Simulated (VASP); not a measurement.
The system is Ca.

```
CELL_PARAMETERS angstrom
0.00000 2.79420 2.79420
2.79420 0.00000 2.79420
2.79420 2.79420 0.00000
ATOMIC_POSITIONS crystal
Ca 0.00000 0.00000 0.00000
```

| Property | Result |
| --- | --- |
| Program | VASP 6.6.1 |
| Task | relaxation of cell and atoms |
| Functional | PBEsol |
| Potentials or basis | VASP PAW PBE potentials, release 64 (Ca_sv) |
| Cutoff | 600 eV |
| k mesh | 12 × 12 × 12 |
| Occupations | methfessel-paxton, width 0.1 eV |
| Spin | no spin polarisation |

At the start: pressure -1.1 GPa; volume 43.63 Å³/atom.

Task: Where does the relaxation end?

Result: Over 3 steps the energy falls by 10.7 meV/atom and the volume is 40.65 Å³/atom (-6.8 %); space group Fm-3m (No. 225, to 0.05 Å).

The path:
| step | energy change (eV) | largest force (eV/Å) | pressure (GPa) | volume (Å³) |
| --- | --- | --- | --- | --- |
| 1 | 0.0000 | 0.0000 | -1.13 | 43.63 |
| 2 | -0.0094 | 0.0000 | -0.43 | 41.71 |
| 3 | -0.0107 | 0.0000 | 0.01 | 40.65 |

Final structure:
```
Ca
1.0
     0.00000    2.72906    2.72906
     2.72906    0.00000    2.72906
     2.72906    2.72906    0.00000
Ca
1
Direct
  0.00000 0.00000 0.00000
```

Caveat: the PAW data sets were made with another functional, which shifts forces and pressure a little.
